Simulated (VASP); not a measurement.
Given:

```
NiSb
1.0
    2.05473    -3.55890     0.00000
    2.05473     3.55890     0.00000
    0.00000     0.00000     5.41055
Ni Sb
2 2
Cartesian
  0.00000   0.00000   2.70528
  0.00000   0.00000   0.00000
  2.05473   1.18630   1.35264
  2.05473  -1.18630   4.05792
```

These are vdW-DF2, VASP's PBE PAW potentials (set 64) (plane waves; VASP) values and carry that method's errors. Run with 520 eV cut-off, 8×8×5 Γ-centred mesh, first-order Methfessel-Paxton smearing of 0.10 eV, potentials Ni Sb.

Unless said otherwise, spin-orbit coupling is left out, though it shifts the bands of the heavy elements here.

Q: Predict the energy per atom (σ→0), band gap (on the k-mesh) with the smallest direct gap where there is one.

A: 
The band gap (on the k-mesh) comes out as none (metal, semimetal or under 0.01 eV) and the energy per atom (σ→0) is -2.066 eV/atom.

Only differences to runs with the same potentials and settings are physical.

The compound is NiSb in the NiAs type structure. It was relaxed first, which changed the volume by +15 %. The start is the result of an earlier pass. The run is not spin-polarised, so no magnetic state was tried.
